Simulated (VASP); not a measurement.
# A few sheets of SrPb2N2 in VASP

Aim: model a few sheets of SrPb2N2 by a slab and find how far its highest filled level lies below the vacuum.

Calculated with VASP 6.6.1; LDA; plane waves and PAW (Pb, N, Sr_sv).

**1. Starting point**

The cell holds 10 atoms: 4 Pb, 4 N and 2 Sr. Its edges and angles: a = 3.582 Å, b = 3.582 Å, c = 30.292 Å, α = 90.0°, β = 90.0°, γ = 120.0°. It derives from SrPb2N2. A few sheets cut from a layered arrangement of the crystal. Vacuum lies along c.

**2. Relaxing the slab**

All atoms relax at the fixed cell.

The input, INCAR:

```
SYSTEM = SrPb2N2
PREC = Normal
ENCUT = 400
EDIFF = 1E-05
NELM = 120
ISMEAR = 0
SIGMA = 0.05
LREAL = .FALSE.
ALGO = Fast
GGA = CA
NBANDS = 38
LORBIT = 11
LWAVE = .FALSE.
LCHARG = .FALSE.
KPAR = 4
IBRION = 2
NSW = 40
ISIF = 2
EDIFFG = -0.03
POTIM = 0.4
MAXMIX = 40
IDIPOL = 3
LDIPOL = .TRUE.
DIPOL = 0.5 0.5 0.5
```

The input, POSCAR:

```
SrPb2N2
1.0
    3.5824279520      0.0000000000      0.0000000000
   -1.7912139760      3.1024736130      0.0000000000
    0.0000000000      0.0000000000     30.2923229587
Pb N Sr
4 4 2
Direct
    0.3333333330      0.6666666670      0.7524125170
    0.6666666670      0.3333333330      0.5607018820
    0.3333333330      0.6666666670      0.4392981180
    0.6666666670      0.3333333330      0.2475874830
    0.6666666670      0.3333333330      0.7105158060
    0.3333333330      0.6666666670      0.6025985930
    0.6666666670      0.3333333330      0.3974014070
    0.3333333330      0.6666666670      0.2894841940
    0.0000000000      0.0000000000      0.6565572000
    0.0000000000      0.0000000000      0.3434428000
```

The input, KPOINTS:

```
Automatic mesh
0
Gamma
9 9 1
0 0 0
```

Potentials, in the order of the species: Pb, N and Sr_sv (LDA family, release 64).

Run with:

```
$ mpirun -np 4 vasp_std
```

What it wrote:

```text
[banner, memory and clock lines left out]
running    4 mpi-ranks, on    1 nodes
 distrk:  each k-point on    1 cores,    4 groups
 distr:  one band on    1 cores,    1 groups

 POSCAR found type information on POSCAR PbN Sr
 POSCAR found :  3 types and      10 ions
 LDA part: xc-table for (Slater(with rela. corr.)+CA(PZ))
 , standard interpolation
 POSCAR, INCAR and KPOINTS ok, starting setup
 FFT: planning ... GRIDC
 FFT: planning ... GRID_SOFT
 FFT: planning ... GRID
 WAVECAR not read
 entering main loop
       N       E                     dE             d eps       ncg     rms          rms(c)
DAV:   1     0.362143891598E+03    0.36214E+03   -0.20681E+04   992   0.988E+02
DAV:   2    -0.134563011674E+02   -0.37560E+03   -0.36252E+03  1182   0.251E+02
DAV:   3    -0.700956403763E+02   -0.56639E+02   -0.55618E+02  1338   0.871E+01
DAV:   4    -0.728466871249E+02   -0.27510E+01   -0.27417E+01  1328   0.197E+01
DAV:   5    -0.729949700309E+02   -0.14828E+00   -0.14824E+00  1502   0.336E+00    0.450E+01
RMM:   6    -0.606536700266E+02    0.12341E+02   -0.62045E+01   923   0.217E+01    0.323E+01
RMM:   7    -0.592236998191E+02    0.14300E+01   -0.95506E+00   938   0.102E+01    0.150E+01
RMM:   8    -0.593280182713E+02   -0.10432E+00   -0.41931E+00  1082   0.541E+00    0.481E+00
RMM:   9    -0.593230172114E+02    0.50011E-02   -0.81221E-01  1142   0.246E+00    0.198E+00
RMM:  10    -0.593150770383E+02    0.79402E-02   -0.14138E-01  1242   0.925E-01    0.185E+00
RMM:  11    -0.593106535961E+02    0.44234E-02   -0.38994E-02  1229   0.561E-01    0.904E-01
RMM:  12    -0.593113143180E+02   -0.66072E-03   -0.15329E-02  1293   0.377E-01    0.376E-01
RMM:  13    -0.593125906843E+02   -0.12764E-02   -0.71155E-03  1372   0.212E-01    0.336E-01
RMM:  14    -0.593134787764E+02   -0.88809E-03   -0.34293E-03  1322   0.139E-01    0.607E-02
RMM:  15    -0.593139266970E+02   -0.44792E-03   -0.12321E-03  1272   0.910E-02    0.489E-02
RMM:  16    -0.593142145517E+02   -0.28785E-03   -0.62024E-04  1135   0.612E-02    0.368E-02
RMM:  17    -0.593144285183E+02   -0.21397E-03   -0.33303E-04  1092   0.469E-02    0.173E-02
RMM:  18    -0.593144840325E+02   -0.55514E-04   -0.16602E-04   943   0.327E-02    0.166E-02
RMM:  19    -0.593145126887E+02   -0.28656E-04   -0.97574E-05   921   0.245E-02    0.805E-03
RMM:  20    -0.593145322206E+02   -0.19532E-04   -0.31962E-05   734   0.170E-02    0.398E-03
RMM:  21    -0.593145574548E+02   -0.25234E-04   -0.21575E-05   692   0.142E-02    0.225E-03
RMM:  22    -0.593145851716E+02   -0.27717E-04   -0.12402E-05   611   0.121E-02    0.344E-03
RMM:  23    -0.593145938902E+02   -0.87187E-05   -0.90423E-06   513   0.104E-02
   1 F= -.59314594E+02 E0= -.59314594E+02  d E =-.593146E+02
 curvature:   0.00 expect dE= 0.000E+00 dE for cont linesearch  0.000E+00
 trial: gam= 0.00000 g(F)=  0.104E-01 g(S)=  0.000E+00 ort = 0.000E+00 (trialstep = 0.100E+01)
 search vector abs. value=  0.104E-01
 bond charge predicted
       N       E                     dE             d eps       ncg     rms          rms(c)
DAV:   1    -0.593235086818E+02   -0.89235E-02   -0.26225E-01  1108   0.225E+00    0.398E-01
RMM:   2    -0.593243179039E+02   -0.80922E-03   -0.10043E-02   921   0.381E-01    0.243E-01
RMM:   3    -0.593238966031E+02    0.42130E-03   -0.19861E-03   892   0.173E-01    0.990E-02
RMM:   4    -0.593238537738E+02    0.42829E-04   -0.52432E-04   951   0.770E-02    0.419E-02
RMM:   5    -0.593238701556E+02   -0.16382E-04   -0.18702E-04  1035   0.384E-02    0.490E-02
RMM:   6    -0.593238857502E+02   -0.15595E-04   -0.45815E-05   816   0.201E-02    0.309E-02
RMM:   7    -0.593238796909E+02    0.60593E-05   -0.15869E-05   639   0.118E-02
   2 F= -.59323880E+02 E0= -.59323880E+02  d E =-.928580E-02
[... from here on, the cycles between the ionic steps are left out ...]
   3 F= -.59338375E+02 E0= -.59338375E+02  d E =-.237813E-01
   4 F= -.59346767E+02 E0= -.59346767E+02  d E =-.839201E-02
   5 F= -.59350341E+02 E0= -.59350341E+02  d E =-.119654E-01
   6 F= -.59351368E+02 E0= -.59351368E+02  d E =-.129923E-01
   7 F= -.59351952E+02 E0= -.59351952E+02  d E =-.135763E-01
   8 F= -.59353187E+02 E0= -.59353187E+02  d E =-.123589E-02
   9 F= -.59353528E+02 E0= -.59353528E+02  d E =-.157607E-02
  10 F= -.59353620E+02 E0= -.59353620E+02  d E =-.166831E-02
  11 F= -.59353714E+02 E0= -.59353714E+02  d E =-.176218E-02
  12 F= -.59354438E+02 E0= -.59354438E+02  d E =-.724799E-03
  13 F= -.59356506E+02 E0= -.59356506E+02  d E =-.279228E-02
  14 F= -.59362069E+02 E0= -.59362069E+02  d E =-.835575E-02
  15 F= -.59355854E+02 E0= -.59355854E+02  d E =-.214071E-02
  16 F= -.59356135E+02 E0= -.59356135E+02  d E =-.242128E-02
  17 F= -.59356464E+02 E0= -.59356464E+02  d E =-.329292E-03
  18 F= -.59357451E+02 E0= -.59357451E+02  d E =-.131596E-02
  19 F= -.59359345E+02 E0= -.59359345E+02  d E =-.321005E-02
  20 F= -.59362814E+02 E0= -.59362814E+02  d E =-.667935E-02
[...]
WARNING in EDDRMM: call to ZHEGV failed, returncode =   8  4     27
  21 F= -.59368636E+02 E0= -.59368636E+02  d E =-.125012E-01
  22 F= -.59373775E+02 E0= -.59373775E+02  d E =-.176399E-01
  23 F= -.59374662E+02 E0= -.59374662E+02  d E =-.886994E-03
  24 F= -.59377382E+02 E0= -.59377382E+02  d E =-.360739E-02
[...]
WARNING in EDDRMM: call to ZHEGV failed, returncode =   6  3     16
  25 F= -.59381983E+02 E0= -.59381983E+02  d E =-.820779E-02
  26 F= -.59389421E+02 E0= -.59389421E+02  d E =-.156457E-01
  27 F= -.59387099E+02 E0= -.59387099E+02  d E =-.133238E-01
  28 F= -.59391837E+02 E0= -.59391837E+02  d E =-.180621E-01
  29 F= -.59392059E+02 E0= -.59392059E+02  d E =-.182840E-01
  30 F= -.59390877E+02 E0= -.59390877E+02  d E =-.171019E-01
  31 F= -.59392021E+02 E0= -.59392021E+02  d E =-.182464E-01
[...]
WARNING in EDDRMM: call to ZHEGV failed, returncode =   6  3     15
  32 F= -.59392058E+02 E0= -.59392058E+02  d E =-.182833E-01
  33 F= -.59393889E+02 E0= -.59393889E+02  d E =-.183084E-02
  34 F= -.59396086E+02 E0= -.59396086E+02  d E =-.402782E-02
  35 F= -.59397781E+02 E0= -.59397781E+02  d E =-.169484E-02
  36 F= -.59398532E+02 E0= -.59398532E+02  d E =-.244574E-02
 curvature:  -2.44 expect dE=-0.725E-03 dE for cont linesearch -0.931E-06
 trial: gam= 0.18521 g(F)=  0.297E-03 g(S)=  0.000E+00 ort = 0.321E-04 (trialstep = 0.165E+01)
 search vector abs. value=  0.402E-03
 bond charge predicted
       N       E                     dE             d eps       ncg     rms          rms(c)
DAV:   1    -0.593986004838E+02   -0.68099E-04   -0.13167E-01   948   0.181E+00    0.178E-01
RMM:   2    -0.593992180052E+02   -0.61752E-03   -0.58137E-03   915   0.330E-01    0.275E-01
RMM:   3    -0.593987481941E+02    0.46981E-03   -0.93486E-04   912   0.133E-01    0.911E-02
RMM:   4    -0.593987593730E+02   -0.11179E-04   -0.19804E-04   952   0.588E-02    0.135E-01
RMM:   5    -0.593987338830E+02    0.25490E-04   -0.19514E-04  1002   0.453E-02    0.476E-02
RMM:   6    -0.593987604424E+02   -0.26559E-04   -0.61874E-05   862   0.257E-02    0.531E-02
RMM:   7    -0.593987725300E+02   -0.12088E-04   -0.19758E-05   615   0.164E-02    0.158E-02
RMM:   8    -0.593987728241E+02   -0.29407E-06   -0.14269E-05   581   0.125E-02
  37 F= -.59398773E+02 E0= -.59398773E+02  d E =-.241108E-03
 trial-energy change:   -0.000241  1 .order   -0.000257   -0.000500   -0.000013
 step:   1.6943(harm=  1.6943)  dis= 0.00371  next Energy=   -59.398789 (dE=-0.257E-03)
 reached required accuracy - stopping structural energy minimisation
```

The job ended after 4.3 min (4 MPI ranks of Intel Xeon 6975P-C (Granite Rapids), shared host; peak memory 1 GiB; 17 min of CPU time).

The logs omit lines about the potential files and the build; timing stands in the text.

Parts of OUTCAR (step 2):

```text
ion  position               nearest neighbor table
   1  0.333  0.667  0.752-   5 2.43   5 2.43   5 2.43   9 3.57   9 3.57   9 3.57
   2  0.667  0.333  0.561-   6 2.43   6 2.43   6 2.43   9 3.57   9 3.57   9 3.57
   3  0.333  0.667  0.439-   7 2.43   7 2.43   7 2.43  10 3.57  10 3.57  10 3.57
   4  0.667  0.333  0.248-   8 2.43   8 2.43   8 2.43  10 3.57  10 3.57  10 3.57
   5  0.667  0.333  0.711-   1 2.43   1 2.43   1 2.43   9 2.64   9 2.64   9 2.64
   6  0.333  0.667  0.603-   2 2.43   2 2.43   2 2.43   9 2.64   9 2.64   9 2.64
   7  0.667  0.333  0.397-   3 2.43   3 2.43   3 2.43  10 2.64  10 2.64  10 2.64
   8  0.333  0.667  0.289-   4 2.43   4 2.43   4 2.43  10 2.64  10 2.64  10 2.64
   9  0.000  0.000  0.657-   5 2.64   5 2.64   5 2.64   6 2.64   6 2.64   6 2.64   1 3.57   1 3.57
                             1 3.57   2 3.57   2 3.57   2 3.57
  10  0.000  0.000  0.343-   8 2.64   8 2.64   8 2.64   7 2.64   7 2.64   7 2.64   4 3.57   4 3.57
                             4 3.57   3 3.57   3 3.57   3 3.57

  LATTYP: Found a hexagonal cell.
 ALAT       =     3.5824279520
 C/A-ratio  =     8.4558080064

 Subroutine GETGRP returns: Found 12 space group operations
 (whereof 12 operations were pure point group operations)

The static configuration has the point symmetry D_3d.

 Found     12 irreducible k-points:

   k-points           NKPTS =     12   k-points in BZ     NKDIM =     12   number of bands    NBANDS=     38

   dimension x,y,z NGX =    18 NGY =   18 NGZ =  150
   dimension x,y,z NGXF=    36 NGYF=   36 NGZF=  300

   ENCUT  =  400.0 eV  29.40 Ry    5.42 a.u.   5.84  5.84 49.40*2*pi/ulx,y,z

   NELECT =      56.0000    total number of electrons

 k-points in reciprocal lattice and weights: Automatic mesh
   0.00000000  0.00000000  0.00000000       0.012
   0.11111111 -0.00000000  0.00000000       0.074
   0.22222222 -0.00000000  0.00000000       0.074
   0.33333333 -0.00000000  0.00000000       0.074
   0.44444444 -0.00000000  0.00000000       0.074
   0.11111111  0.11111111  0.00000000       0.074
   0.22222222  0.11111111  0.00000000       0.148
   0.33333333  0.11111111  0.00000000       0.148
   0.44444444  0.11111111  0.00000000       0.074
   0.22222222  0.22222222  0.00000000       0.074
   0.33333333  0.22222222  0.00000000       0.148
   0.33333333  0.33333333  0.00000000       0.025

 dipolmoment           0.000000      0.000000     -0.000000 electrons x Angstroem

 average (electrostatic) potential at core
       1 -46.5009       2 -46.4558       3 -46.4558       4 -46.5009       5 -66.8331
       6 -66.8111       7 -66.8111       8 -66.8331       9 -38.5215      10 -38.5215

 E-fermi :   0.6917

 k-point     1 :       0.0000    0.0000    0.0000
  band No.  band energies     occupation
    ...
     24      -0.3470      2.00000
     25      -0.3428      2.00000
     26      -0.3424      2.00000
     27      -0.1204      2.00000
     28       0.4718      2.00000
     29       1.2546      0.00000
     30       1.8053      0.00000
     31       1.9934      0.00000
     32       3.8131      0.00000
     33       4.6200      0.00000
    ...

 k-point     2 :       0.1111   -0.0000    0.0000
  band No.  band energies     occupation
    ...
     24      -0.4842      2.00000
     25      -0.4759      2.00000
     26      -0.4102      2.00000
     27       0.0455      2.00000
     28       0.4611      2.00000
     29       1.9095      0.00000
     30       2.1966      0.00000
     31       2.2510      0.00000
     32       4.0277      0.00000
     33       4.7656      0.00000
    ...

 k-point     3 :       0.2222   -0.0000    0.0000
  band No.  band energies     occupation
    ...
     24      -0.7583      2.00000
     25      -0.7482      2.00000
     26      -0.3925      2.00000
     27      -0.2119      2.00000
     28       0.2791      2.00000
     29       2.5215      0.00000
     30       2.8510      0.00000
     31       3.0644      0.00000
     32       3.6612      0.00000
     33       3.9764      0.00000
    ...

  Total       -5.8535894     -5.8535894     -1.7634143      0.0000000      0.0000000      0.0000000
  in kB      -27.8557401    -27.8557401     -8.3916390      0.0000000      0.0000000      0.0000000
  external PRESSURE =     -21.3677064 kB  Pullay stress =       0.0000000 kB

  energy-cutoff  :      400.00
  volume of cell :      336.68
      direct lattice vectors                 reciprocal lattice vectors
     3.582427952  0.000000000  0.000000000     0.279140296  0.161161725  0.000000000
    -1.791213976  3.102473613  0.000000000     0.000000000  0.322323450  0.000000000
     0.000000000  0.000000000 30.292322959     0.000000000  0.000000000  0.033011664

 POSITION                                       TOTAL-FORCE (eV/Angst)
 -----------------------------------------------------------------------------------
     -0.00000      2.06832     22.43063        -0.000000     -0.000000     -0.000538
      1.79121      1.03416     16.76515        -0.000000      0.000000      0.000812
     -0.00000      2.06832     13.52717         0.000000     -0.000000     -0.000812
      1.79121      1.03416      7.86169         0.000000      0.000000      0.000538
      1.79121      1.03416     21.17326        -0.000000      0.000000      0.004633
     -0.00000      2.06832     18.01917         0.000000      0.000000      0.001348
      1.79121      1.03416     12.27315        -0.000000      0.000000     -0.001348
     -0.00000      2.06832      9.11906         0.000000     -0.000000     -0.004633
      0.00000      0.00000     19.59625         0.000000      0.000000      0.003618
      0.00000      0.00000     10.69607         0.000000      0.000000     -0.003618
 -----------------------------------------------------------------------------------
    total drift:                                0.000000      0.000000     -0.000000

  FREE ENERGIE OF THE ION-ELECTRON SYSTEM (eV)
  ---------------------------------------------------
  free  energy   TOTEN  =       -59.3987728241 eV

  energy  without entropy=      -59.3987728241  energy(sigma->0) =      -59.39877282

 reached required accuracy - stopping structural energy minimisation

 vacuum level on the upper side and lower side of the slab         4.960         4.960

 total charge
# of ion       s       p       d       tot
------------------------------------------
    1        1.725   1.399   0.155   3.278
    2        1.724   1.413   0.164   3.301
    3        1.724   1.413   0.164   3.301
    4        1.725   1.399   0.155   3.278
    5        1.274   2.264   0.000   3.538
    6        1.277   2.262   0.000   3.538
    7        1.277   2.262   0.000   3.538
    8        1.274   2.264   0.000   3.538
    9        2.025   5.795   0.317   8.137
   10        2.025   5.795   0.317   8.137
--------------------------------------------------
tot         16.048  26.266   1.271  43.585

[... 3 further parts left out ...]
```

CONTCAR:

```
SrPb2N2
   1.00000000000000
     3.5824279520000002    0.0000000000000000    0.0000000000000000
    -1.7912139760000001    3.1024736129999999    0.0000000000000000
     0.0000000000000000    0.0000000000000000   30.2923229587000016
  Pb              N               Sr
     4     4     2
Direct
     0.3333333329999988    0.6666666670000012    0.7404724684594827
     0.6666666670000012    0.3333333329999988    0.5534455013331409
     0.3333333329999988    0.6666666670000012    0.4465544986668663
     0.6666666670000012    0.3333333329999988    0.2595275315405172
     0.6666666670000012    0.3333333329999988    0.6989646625871920
     0.3333333329999988    0.6666666670000012    0.5948428478471054
     0.6666666670000012    0.3333333329999988    0.4051571521528946
     0.3333333329999988    0.6666666670000012    0.3010353374128076
     0.0000000000000000    0.0000000000000000    0.6469047833715109
     0.0000000000000000    0.0000000000000000    0.3530952166284888
```

The gap is read on the k-mesh alone, so it is an upper bound where the band edges lie off the mesh. The data set Pb keeps the semicore shell frozen, which is cheaper and a little less accurate. The run keeps the 12 symmetry operations of its start, so it cannot find a distortion of lower symmetry.

Relaxation path (22 of 37):

```
step  energy less that of the first step (eV)  largest force (eV/Å)
   1                                   0.0000                0.2873
   3                                  -0.0238                0.2851
   4                                  -0.0322                0.1573
   6                                  -0.0368                0.1366
   8                                  -0.0386                0.0639
  10                                  -0.0390                0.0699
  11                                  -0.0391                0.0497
  13                                  -0.0419                0.1032
  15                                  -0.0413                0.1029
  16                                  -0.0415                0.1279
  18                                  -0.0429                0.1123
  20                                  -0.0482                0.0710
  22                                  -0.0592                0.1912
  23                                  -0.0601                0.1757
  25                                  -0.0674                0.1839
  27                                  -0.0725                0.1763
  28                                  -0.0772                0.1084
  30                                  -0.0763                0.1337
  32                                  -0.0775                0.1028
  34                                  -0.0815                0.1219
  35                                  -0.0832                0.0618
  37                                  -0.0842                0.0046
```

The atoms that moved most (Å):

```
atom     dx     dy      dz  length
 Pb4  0.000  0.000   0.362   0.362
 Pb1  0.000  0.000  -0.362   0.362
  N8  0.000  0.000   0.350   0.350
  N5  0.000  0.000  -0.350   0.350
 Sr9  0.000  0.000  -0.292   0.292
Sr10  0.000  0.000   0.292   0.292
  N7  0.000  0.000   0.235   0.235
  N6  0.000  0.000  -0.235   0.235
```

Final coordinates:

```xyz
10
Lattice="3.5824 0.0000 0.0000 -1.7912 3.1025 0.0000 0.0000 0.0000 30.2923" Properties=species:S:1:pos:R:3
Pb    0.0000    2.0683   22.4306
Pb    1.7912    1.0342   16.7651
Pb    0.0000    2.0683   13.5272
Pb    1.7912    1.0342    7.8617
N     1.7912    1.0342   21.1733
N     0.0000    2.0683   18.0192
N     1.7912    1.0342   12.2732
N     0.0000    2.0683    9.1191
Sr    0.0000    0.0000   19.5962
Sr    0.0000    0.0000   10.6961
```

This step gave:

```yaml
electronic_cycles: 378
electrons: 56
free_energy_toten: -59.3988 eV
fermi_energy: 0.6917 eV
labelled_metallic_from_the_levels_on_this_mesh: no
dipole_moment: 0, 0, 0 e·Å
gap_on_the_k_mesh: 0.7828 eV
least_direct_gap_on_the_k_mesh: 0.7828 eV
```

The run ended after 37 ionic steps, 0.084 eV below its first step, once the forces on the free atoms met EDIFFG = -0.03.

Only the dipole across the slab is computed (IDIPOL = 3); zeros along the plane are no results.

[end of part 1 of 3]

[Lines on the potential files, build, host, timing and source positions are cut from VASP's logs without a mark.]

[Logs are printed without paths, hosts, clocks, repeated set-up lines and the standing remarks that a program may print on its own settings, such as how far it seeks lower states.]

[Hosts, paths, dates, database ids (printed as entryN), source tags and the programs' standing remarks are cut or masked in the printed files.]

[In band tables of VASP the shares of atoms and orbitals are scaled to a sum of 1 inside the atoms' spheres.]

[Runs that stopped without an error message from VASP are left out.]
